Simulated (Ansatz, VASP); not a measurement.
NiPt in VASP and in Ansatz

```
Ni Pt
1.0
     2.91919    0.00000    0.00000
     0.00000    2.91919    0.00000
     0.00000    0.00000    3.85463
Ni Pt
1 1
Direct
  0.50000 0.50000 0.50000
  0.00000 0.00000 0.00000
```

Change from the starting cell: volume scaled by 1.25, no spin polarisation, PAW files.

Alike in both runs: task single point; functional LDA; k mesh 11 × 11 × 8; occupations fermi-dirac, width 0.1 eV; no spin polarisation.

```csv
,VASP,Ansatz
version,VASP 6.6.1,Ansatz 0.2.0
potentials or method,"VASP PAW LDA potentials, release 64 (Ni, Pt)","PAW with Ansatz's default frozen-core files, scalar-relativistic"
plane-wave cutoff (eV),520,420
valence electrons in the cell,20,36
```

VASP gave:

| Quantity | Value |
| --- | --- |
| pressure (GPa) | -37.2 |
| largest component of the traceless stress (GPa) | 1.54 |

Q: Estimate Ansatz's values.

A: Pressure (GPa): -37.6; largest component of the traceless stress (GPa): 1.57.

The two sets of potentials don't hold the same shells in valence.

Caveats: the cell as given lies far from equilibrium; so large a pressure means that the cell lies far from this level's equilibrium, or that cutoff or potentials fall short (VASP). The runs have no spin-orbit coupling, so splittings on Pt are missing. Spin polarisation is off, so any magnetic state and its effect on volume and gap are missing.
